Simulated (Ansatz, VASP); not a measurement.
# Cross-check of As between VASP and Ansatz

Wanted: the spread between two codes on one cell, functional and k mesh. The cell is taken from a series of runs on this material, whose earlier steps may have relaxed, scaled, displaced or heated it; both programs get it as it stands.

Main program and level: Ansatz 0.2.0; plane waves, with VASP 6.6.1 beside it; relaxation of cell and atoms at PBEsol.

## 1. The starting structure

Symmetry: Pm-3m, No. 221, cubic system. Conventional cell: a = 2.690 Å, b = 2.690 Å, c = 2.690 Å, α = 90.00°, β = 90.00°, γ = 90.00°. As has 6 As at 2.69 Å nearest.

## 2. VASP: relaxation of cell and atoms, PBEsol, pair 1

The relaxed volume is the usual yardstick between codes: in a stiff, nearly cubic crystal its relative difference is about their pressure difference at one cell divided by the bulk modulus.

Lines of VASP's logs that name or quote its potential files are left out, and so is its time.

The input, INCAR:

```
SYSTEM = As
PREC = Accurate
ENCUT = 500
EDIFF = 1E-07
NELM = 120
ISMEAR = 1
SIGMA = 0.15
LREAL = .FALSE.
ALGO = Normal
GGA = PS
NBANDS = 8
LORBIT = 11
LWAVE = .FALSE.
LCHARG = .FALSE.
ISIF = 3
IBRION = 2
NSW = 80
EDIFFG = -0.005
LASPH = .TRUE.
GGA_COMPAT = .FALSE.
NELMIN = 4
KPAR = 2
```

The input, POSCAR:

```
As
1.0
    2.6904300000      0.0000000000      0.0000000000
    0.0000000000      2.6904300000      0.0000000000
    0.0000000000      0.0000000000      2.6904300000
As
1
Direct
    0.5000000000      0.5000000000      0.5000000000
```

The input, KPOINTS:

```
Automatic mesh
0
Gamma
16 16 16
0 0 0
```

The projector-augmented-wave data sets are As (PBE family, release 64).

Started as:

```bash
$ mpirun -np 2 vasp_std
```

Numbers of over 12 decimals in the logs are rounded to 6 here.

The log of the run:

```text
[banner, memory and clock lines left out]
running    2 mpi-ranks, on    1 nodes
 distrk:  each k-point on    1 cores,    2 groups
 distr:  one band on    1 cores,    1 groups

 POSCAR found type information on POSCAR As
 POSCAR found :  1 types and       1 ions
|                                                                             |
|               ----> ADVICE to this user running VASP <----                  |
|                                                                             |
|     You enforced a specific xc type in the INCAR file but a different       |
|     [... a line on the potential file left out ...]
|     I HOPE YOU KNOW WHAT YOU ARE DOING!                                     |
|                                                                             |

 LDA part: xc-table for (Slater+PW92), standard interpolation
 POSCAR, INCAR and KPOINTS ok, starting setup
 FFT: planning ... GRIDC
 FFT: planning ... GRID_SOFT
 FFT: planning ... GRID
 WAVECAR not read
 entering main loop
       N       E                     dE             d eps       ncg     rms          rms(c)
DAV:   1     0.726297825884E+01    0.72630E+01   -0.20901E+03  2688   0.447E+02
DAV:   2    -0.490110676845E+01   -0.12164E+02   -0.11767E+02  3456   0.590E+01
DAV:   3    -0.503785927949E+01   -0.13675E+00   -0.13645E+00  3064   0.859E+00
DAV:   4    -0.503798836884E+01   -0.12909E-03   -0.12909E-03  4048   0.299E-01
DAV:   5    -0.503798843448E+01   -0.65639E-07   -0.65407E-07  3152   0.387E-03    0.220E+00
DAV:   6    -0.503577137056E+01    0.22171E-02   -0.25694E-04  3464   0.133E-01    0.130E+00
DAV:   7    -0.503443215609E+01    0.13392E-02   -0.74111E-04  2912   0.216E-01    0.646E-02
DAV:   8    -0.503444600101E+01   -0.13845E-04   -0.19205E-05  3808   0.331E-02    0.439E-03
DAV:   9    -0.503444647518E+01   -0.47417E-06   -0.38348E-07  3136   0.469E-03    0.141E-03
DAV:  10    -0.503444653172E+01   -0.56538E-07   -0.89694E-08  3240   0.190E-03
   1 F= -.50344465E+01 E0= -.50347499E+01  d E =-.503445E+01
 curvature:   0.00 expect dE= 0.000E+00 dE for cont linesearch  0.000E+00
 trial: gam= 0.00000 g(F)=  0.000E+00 g(S)=  0.454E-04 ort = 0.000E+00 (trialstep = 0.100E+01)
 search vector abs. value=  0.454E-04
 bond charge predicted
       N       E                     dE             d eps       ncg     rms          rms(c)
DAV:   1    -0.503450011112E+01   -0.53636E-04   -0.14518E-03  2776   0.179E-01    0.338E-02
DAV:   2    -0.503446812546E+01    0.31986E-04   -0.23908E-05  3008   0.319E-02    0.181E-02
DAV:   3    -0.503445327505E+01    0.14850E-04   -0.32716E-05  2840   0.260E-02    0.437E-03
DAV:   4    -0.503445329616E+01   -0.21101E-07   -0.81289E-08  2736   0.279E-03
   2 F= -.50344533E+01 E0= -.50347598E+01  d E =-.676443E-05
 trial-energy change:   -0.000007  1 .order   -0.000008   -0.000045    0.000029
 step:   0.5820(harm=  0.6105)  dis= 0.00000  next Energy=    -5.034459 (dE=-0.129E-04)
 bond charge predicted
       N       E                     dE             d eps       ncg     rms          rms(c)
DAV:   1    -0.503446705242E+01   -0.13777E-04   -0.25475E-04  2752   0.752E-02    0.142E-02
DAV:   2    -0.503446177510E+01    0.52773E-05   -0.41868E-06  3000   0.134E-02    0.760E-03
DAV:   3    -0.503445960747E+01    0.21676E-05   -0.57287E-06  2800   0.109E-02    0.183E-03
DAV:   4    -0.503445959746E+01    0.10012E-07   -0.14347E-08  1760   0.118E-03
   3 F= -.50344596E+01 E0= -.50347649E+01  d E =-.130657E-04
 curvature:  -0.30 expect dE=-0.216E-07 dE for cont linesearch -0.216E-07
 trial: gam=-0.03799 g(F)=  0.362E-67 g(S)=  0.710E-07 ort = 0.180E-05 (trialstep = 0.916E+00)
 search vector abs. value=  0.211E-09
 reached required accuracy - stopping structural energy minimisation
```

OUTCAR, selected parts (step 2):

```text
ion  position               nearest neighbor table
   1  0.500  0.500  0.500-

  LATTYP: Found a simple cubic cell.
 ALAT       =     2.6904300000

 Subroutine GETGRP returns: Found 48 space group operations
 (whereof 48 operations were pure point group operations)

The static configuration has the point symmetry O_h .

 Found    165 irreducible k-points:

   k-points           NKPTS =    165   k-points in BZ     NKDIM =    165   number of bands    NBANDS=      8

   dimension x,y,z NGX =    20 NGY =   20 NGZ =   20
   dimension x,y,z NGXF=    40 NGYF=   40 NGZF=   40

   ENCUT  =  500.0 eV  36.75 Ry    6.06 a.u.   4.91  4.91  4.91*2*pi/ulx,y,z

   NELECT =       5.0000    total number of electrons

 k-points in reciprocal lattice and weights: Automatic mesh
   0.00000000  0.00000000  0.00000000       0.000
   0.06250000  0.00000000  0.00000000       0.001
   0.12500000  0.00000000  0.00000000       0.001
   0.18750000  0.00000000  0.00000000       0.001
   0.25000000  0.00000000  0.00000000       0.001
   0.31250000  0.00000000  0.00000000       0.001
   0.37500000  0.00000000  0.00000000       0.001
   0.43750000  0.00000000  0.00000000       0.001
   0.50000000  0.00000000  0.00000000       0.001
[...]
0.50000000  0.50000000  0.43750000       0.001
   0.50000000  0.50000000  0.50000000       0.000

 average (electrostatic) potential at core
       1 -48.8984

 E-fermi :   5.9639

 k-point     1 :       0.0000    0.0000    0.0000
  band No.  band energies     occupation
      1      -9.1546      2.00000
      2      10.1568      0.00000
      3      10.1568      0.00000
      4      10.1568      0.00000
      5      14.4745      0.00000
      6      14.4745      0.00000
    ...

 k-point     2 :       0.0625    0.0000    0.0000
  band No.  band energies     occupation
      1      -9.0815      2.00000
      2       9.1576      0.00000
      3      10.2217      0.00000
      4      10.2217      0.00000
      5      14.5399      0.00000
      6      15.2086      0.00000
    ...

 k-point     3 :       0.1250    0.0000    0.0000
  band No.  band energies     occupation
      1      -8.8635      2.00000
      2       7.2926     -0.00000
      3      10.4130      0.00000
      4      10.4130      0.00000
      5      14.7346      0.00000
      6      15.9197      0.00000
    ...

  Total        0.0007006      0.0007006      0.0007006      0.0000000     -0.0000000      0.0000000
  in kB        0.0575532      0.0575532      0.0575532      0.0000000     -0.0000000      0.0000000
  external PRESSURE =       0.0575532 kB  Pullay stress =       0.0000000 kB

  energy-cutoff  :      500.00
  volume of cell :       19.50
      direct lattice vectors                 reciprocal lattice vectors
     2.691767976 -0.000000000  0.000000000     0.371503045  0.000000000  0.000000000
    -0.000000000  2.691767976  0.000000000     0.000000000  0.371503045  0.000000000
    -0.000000000 -0.000000000  2.691767976    -0.000000000 -0.000000000  0.371503045

 POSITION                                       TOTAL-FORCE (eV/Angst)
 -----------------------------------------------------------------------------------
      1.34588      1.34588      1.34588        -0.000000     -0.000000      0.000000
 -----------------------------------------------------------------------------------
    total drift:                                0.000000     -0.000000      0.000000

  FREE ENERGIE OF THE ION-ELECTRON SYSTEM (eV)
  ---------------------------------------------------
  free  energy   TOTEN  =        -5.0344595975 eV

  energy  without entropy=       -5.0353754234  energy(sigma->0) =       -5.03476487

 reached required accuracy - stopping structural energy minimisation

 total charge
# of ion       s       p       d       tot
------------------------------------------
    1        1.299   1.330   0.058   2.686

[... 3 further parts left out ...]
```

## 3. Ansatz: relaxation of cell and atoms, PBEsol, pair 1

Ansatz runs on its default PAW (the set named soft_2) files.

The same cell, functional, mesh and smearing now go to Ansatz, which takes its cutoff from its data sets.

The input, input.yaml:

```yaml
crystal:
  lattice:
    - [2.6904298767, 0.0, 0.0]
    - [0.0, 2.6904298767, 0.0]
    - [0.0, 0.0, 2.6904298767]
  atoms:
    - { symbol: As, position: [0.5, 0.5, 0.5] }
kpoints:
  mp_grid: { grid: [16, 16, 16] }
hamiltonian:
  xc: pbesol
scf:
  occupations: { method: methfessel_paxton, width: 0.15 }
output:
  forces: true
  stress: true
  eigenvalues: true
  write_density: true
  write_potential: true
  elf: true
  volumetric_format: npy
relax:
  adjacent_minimum: "off"
  f_tol: 0.001
  max_steps: 60
  cell: { stress_tol: 0.01 }
```

Started as:

```bash
$ ansatz run input.yaml --threads 4 --pin off --max-ram 7168MiB --backend cpu --events-out ev --progress --plain --runs-dir out
```

The log of the run:

```text
Engine: ansatz 0.2.0, aarch64-unknown-linux-gnu
Pseudopotentials: kind: paw
Pseudopotential: As, paw, valence charge 15, recommended cutoff 420 eV (normal), As.paw.azcp
Functional definition: PBEsol
  exchange = pbesol_x
  correlation = pbesol_c
Crystal: 1 atoms, lattice volume = 19.474 Å³
Basis set: ecut = 420 eV, 389 PW (Γ), exchange–correlation on 36×36×36 points (8 copies of the dense FFT grid, shifted against one another)
Bands: 12, of which v1, the nominal top of the filled ones, is band 8 counted from 1 (7 counted from 0)
Symmetry: 48 space group operations
Space group: Pm-3m (ITA 221), of the structure as read, at distance tolerance 2.7e-5 Å
k-points: 165 of 4096
Non-local potential: As, projectors of the file, l = 0: 2, l = 1: 2, l = 2: 3, l = 3: 1
PAW form: soft (Blöchl's): semilocal exchange-correlation on the pseudo side does not see the compensation charge
PAW frozen core: As, regenerated for the run's functional, and the local potential with it (the file was generated under x = pbe(κ = 0.804, μ = 0.219515), c = pbe(β = 0.066725))
PAW one-centre angular grid: As, 590 points (default); XC on 64 Gauss nodes
Initial density: superposition of atomic densities (neutral atoms: chi_scale 0, normalization atom), corrected by the library's trained network
Initial wavefunctions: pseudopotential atomic-orbital guess
Functional: x = pbesol(κ = 0.804, μ = 0.123457), c = pbesol(β = 0.046)
SCF iter   1: F=—  HF=-4812.946381 eV  |F-HF|=—  |Δ(HF+E_count)|=         —  Δρ=9.79e-4  dr2=6.81e-5  ethr=1.77e-3  ⟨swp⟩=5.1  Hψ=11798  notcnv=0
preconditioner: auto → none  [insulator: Δε(μ)=0.156 eV  Ē_g=15.156 eV  σ=0.150 eV  W_gap=0.60  n_scr=6 (ndim 8)  ℏωp=18.8 eV  f_vac=0.001  D(μ)=0.17/eV (n_scr^D=0)  ε∞_Penn≈2.5]
SCF iter   2: F=—  HF=-4812.946063 eV  |F-HF|=—  |Δ(HF+E_count)|=   3.17e-4  S|Δr|=    0.00e0  Δρ=4.50e-4  dr2=1.67e-5  ethr=4.54e-7  ⟨swp⟩=2.0  Hψ=4540  notcnv=0
SCF iter   3: F=—  HF=-4812.946094 eV  |F-HF|=—  |Δ(HF+E_count)|=   3.04e-5  S|Δr|=    0.00e0  Δρ=1.77e-4  dr2=2.77e-6  ethr=1.12e-7  ⟨swp⟩=2.1  Hψ=3083  notcnv=0
SCF iter   4: F=—  HF=-4812.946098 eV  |F-HF|=—  |Δ(HF+E_count)|=   4.01e-6  S|Δr|=    0.00e0  Δρ=2.43e-5  dr2=1.48e-7  ethr=1.85e-8  ⟨swp⟩=2.2  Hψ=2997  notcnv=0
SCF iter   5: F=-4812.946098 eV  HF=-4812.946098 eV  |F-HF|=3.20e-8  |Δ(HF+E_count)|=   1.56e-7  S|Δr|=    0.00e0  Δρ=8.11e-6  dr2=1.55e-8  ethr=6.67e-10  ⟨swp⟩=8.4  Hψ=11957  notcnv=0
SCF 1 converged in 5 iterations: F = -4812.946098 eV  dr2 = 1.55e-8
  greatest PAW one-centre occupation: 0.999 electrons in one spin orbital (limit 2), on the As atom at site 0 (counted from 0), in its partial waves of l = 2
relax step   1: F+E_penalty+E_count = -4812.94609771 eV  Δ(F+E_penalty+E_count) = +0.000e0 eV  max|allowed force component| = 0.000e0 eV/Å  Δτ_max = 0.0000 Å  P = -0.190 GPa  Ω = 19.474 Å³  (5 SCF iters, dr2 threshold 1.00e-7 eV, accepted)
[...]
relax step   2: F+E_penalty+E_count = -4812.94612762 eV  Δ(F+E_penalty+E_count) = -2.990e-5 eV  max|allowed force component| = 0.000e0 eV/Å  Δτ_max = 0.0000 Å  P = +0.076 GPa  Ω = 19.418 Å³  energy of the carried Pulay correction = +9.805e-6 eV  (3 SCF iters, dr2 threshold 8.99e-8 eV, accepted)
[...]
relax step   3: F+E_penalty+E_count = -4812.94612863 eV  Δ(F+E_penalty+E_count) = -1.011e-6 eV  max|allowed force component| = 0.000e0 eV/Å  Δτ_max = 0.0000 Å  P = -0.000 GPa  Ω = 19.434 Å³  energy of the carried Pulay correction = +6.999e-6 eV  (3 SCF iters, dr2 threshold 1.45e-8 eV, accepted)
[...]
relax step   4: F+E_penalty+E_count = -4812.94612047 eV  Δ(F+E_penalty+E_count) = +8.159e-6 eV  max|allowed force component| = 0.000e0 eV/Å  Δτ_max = 0.0000 Å  P = -0.000 GPa  Ω = 19.434 Å³  stress off target by 3.80e-4 GPa  SCF on the basis re-selected at this cell (its energy is not comparable with the rows above)  (4 SCF iters)
basis re-selected at this cell: Δ(F+E_penalty+E_count) = +8.159e-6 eV, ΔP = -0.000 GPa vs the last step (what re-selecting the basis moved, of the pressure what is left beyond the Pulay correction that the steps carried, after the strain that the cell walked since its last selection, with what the two solves' SCF thresholds leave and, on support functions, any second-order correction that the steps lacked; it is no measure of the basis error at this ecutwfc). This SCF's stress stands 3.80e-4 GPa from its target on what of the cell is left free (relax.cell.stress_tol is 1.00e-2 GPa) and its largest allowed force component is 0.00e0 eV/Å (relax.f_tol is 1.00e-3 eV/Å): [rest of the remark cut]
SCF converged after 4 iterations
Stability not checked: this state was not tested for a lower state beside it, because cold or Methfessel-Paxton smearing, or corrected tetrahedra, fill the levels in a way that the test cannot read (fill_not_monotonic; see scf.lower_state_search)
Free energy (F): -4812.946120 eV
Harris-Foulkes:  -4812.946120 eV  (|F-HF|=2.73e-12)
Internal energy: -4812.947028 eV  (E = F + TS)
E sigma→0 (E₀):  -4812.946347 eV
Entropy (-TS):   0.000908 eV (0.908 meV/atom)
Fermi energy:    11.856250 eV
--- Per-component energies (eV) ---
  E_band       = -213.064870
  E_kinetic    = 102.990019
  E_local      = -1535.095332  (includes V_loc(G=0)·N_el)
  E_nonlocal   = -668.254458
  E_hartree    = 867.633270
  E_xc         = -78.986853
  E_vxc        = -79.606447  (∫ρ·V_xc dr)
  E_paw        = -1792.631697  (= ΣΔE_a)
  E_vpaw       = 231.634815  (= ΣTr[D̂ρ^β])
  E_aug_tail   = 0.000007  (compensation charges beyond the density's cutoff)
  E_ewald      = -1709.568412
  E_core_change = 0.966429  (= ΣΔE_core)
  E_smearing   = 0.000908  (= −TS)
  E_closure    = -0.000000  (closes the sum)
  Σ components = -4812.946120   (vs F -4812.946120, Δ=0.00e0)
--- Forces (eV/Å), atoms counted from 1 ---
  atom   1  As    -0.00000000     0.00000000     0.00000000
  max |Σ_I F_I| component: 1.48e-31 eV/Å
--- Stress (GPa, compression-positive) ---
       -0.000380      -0.000000       0.000000
       -0.000000      -0.000380       0.000000
        0.000000       0.000000      -0.000380
  P = ⅓ Tr σ = -0.0004 GPa (-0.004 kbar)
--- Band table (eV; the first three rows and the last of 165) ---
  k-point 0: bands = [... 4 lower, -24.0740, -3.2947, 16.0585, 16.0585, 16.0585, 20.4689, 20.4689, 22.3987]
  k-point 1: bands = [... 4 lower, -24.0739, -3.2212, 15.0579, 16.1237, 16.1237, 20.5360, 21.2061, 22.8651]
  k-point 2: bands = [... 4 lower, -24.0737, -3.0024, 13.1878, 16.3157, 16.3157, 20.7357, 21.8974, 24.6385]
  k-point 164: bands = [... 4 lower, -24.0297, 7.0265, 10.0060, 10.0060, 10.0060, 17.7550, 17.7550, 17.7550]
--- Relaxed structure (3 steps of the walk, 3 accepted, 1 SCFs on fresh bases) ---
  F+E_penalty+E_count = -4812.94612047 eV   max|allowed force component| = 0.000e0 eV/Å   (the final SCF, on the basis selected at the relaxed cell)
  cell:  # Å, volume = 19.4343 Å³
    - [2.688578, 0, 0.0]
    - [0, 2.688578, 0.0]
    - [0.0, 0.0, 2.688578]
  atoms:
    - { symbol: As, position: [0.5, 0.5, 0.5] }
```

Reading the cycles: dr2 is the Hartree energy of the density residual (eV), the measure of convergence; HF is the Harris–Foulkes estimate of the energy, which meets the free energy F at convergence.

## 4. Differences

Known differences besides the potentials themselves: the data sets hold 15 valence electrons in Ansatz (on its default PAW (the set named soft_2) files) and 5 in VASP; the cutoff is 420 eV in Ansatz and 500 eV in VASP; Ansatz makes its cores anew for this functional, VASP keeps those of its PBE data sets; Ansatz adds a Pulay correction to the stress that steers its cell, VASP none. Total energies have different zeros and are not compared.

The two programs side by side:

```tsv
quantity	Ansatz	VASP	difference
volume (Å³)	19.43	19.50	-0.36 %
edge a after relaxation, in the typed setting (Å)	2.689	2.692	-0.12 %
```

[end of part 1 of 2]

[Lines on the potential files, build, host, timing and source positions are cut from VASP's logs without a mark.]

[Logs are printed without paths, hosts, clocks, repeated set-up lines and the standing remarks that a program may print on its own settings, such as how far it seeks lower states.]

[Hosts, paths, dates, database ids (printed as entryN), source tags and the programs' standing remarks are cut or masked in the printed files.]
